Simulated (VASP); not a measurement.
Here is the system:

```xyz
17
Lattice="6.4206 0.0000 0.0000 3.2103 5.5604 0.0000 0.0000 0.0000 21.4108" Properties=species:S:1:pos:R:3 pbc="T T T"
Mg     0.0000     1.8535     6.8703
Mg     3.2103     1.8535     6.8703
Mg     1.6051     4.6337     6.8703
Mg     4.8154     4.6337     6.8703
Mg     0.0000     0.0000     9.4270
Mg     3.2103     0.0000     9.4270
Mg     1.6051     2.7802     9.4270
Mg     4.8154     2.7802     9.4270
Mg     0.0000     1.8535    11.9838
Mg     3.2103     1.8535    11.9838
Mg     1.6051     4.6337    11.9838
Mg     4.8154     4.6337    11.9838
Mg     0.0000     0.0000    14.5405
Mg     3.2103     0.0000    14.5405
Mg     1.6051     2.7802    14.5405
Mg     4.8154     2.7802    14.5405
Cl     3.2103     1.8535    15.9715
```

The numbers are results of PBE GGA, VASP's PBE PAW potentials (set 64) (plane waves; VASP), not measurements. Run with PREC = Normal, EDIFF = 1E-5, 400 eV cut-off, 5×5×1 Γ-centred mesh, first-order Methfessel-Paxton smearing of 0.10 eV, potentials Mg Cl.

### Question
The ions are relaxed. Which structure does the run end with?

### Answer

```xyz
17
Lattice="6.4206 0.0000 0.0000 3.2103 5.5604 0.0000 0.0000 0.0000 21.4108" Properties=species:S:1:pos:R:3 pbc="T T T"
Mg     6.4206     1.8423     6.6984
Mg     3.2103     1.8535     6.6720
Mg     8.0354     4.6393     6.6984
Mg     4.8058     4.6393     6.6984
Mg     3.2103     5.5604     9.3820
Mg     3.2103     0.0103     9.3497
Mg     1.6141     2.7750     9.3497
Mg     4.8065     2.7750     9.3497
Mg     6.4206     1.8719    12.0108
Mg     3.2103     1.8535    12.0408
Mg     8.0097     4.6244    12.0108
Mg     4.8314     4.6244    12.0108
Mg     3.2103     5.5604    14.5115
Mg     6.4206     5.4750    14.6965
Mg     7.9518     2.8229    14.6965
Mg     4.8894     2.8229    14.6965
Cl     3.2103     1.8535    16.3855
```

### Question
How much energy does the relaxation gain?

### Answer
The energy (σ→0) changes by -27.9 meV/atom, in 14 ionic steps.

The cell is a thin slab with vacuum, built from Mg (hcp): (001) face, Cl adsorbed.
